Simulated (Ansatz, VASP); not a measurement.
# YSe: VASP beside Ansatz

```
Y Se
1.0
     0.00000    2.85570    2.85570
     2.85570    0.00000    2.85570
     2.85570    2.85570    0.00000
Y Se
1 1
Cartesian
  0.0000 0.0000 0.0000
  2.8557 2.8557 2.8557
```

Change from the starting cell: volume scaled by 0.98.

Alike in both runs: task single point; functional LDA; k mesh 7 × 7 × 7; occupations fermi-dirac, width 0.03 eV; no spin polarisation.

```csv
,VASP,Ansatz
version,VASP 6.6.1,Ansatz 0.2.0
potentials or method,"VASP PAW LDA potentials, release 64 (Y_sv, Se), cutoff 520 eV","all-electron LAPW, scalar-relativistic"
```

VASP gave:

```
pressure (GPa) : -3.0
```

Task: What did Ansatz give for the same quantities?

Result: Pressure (GPa): -3.1.

Ansatz ran all-electron here, so the differences hold the error of VASP's frozen core and of both bases.
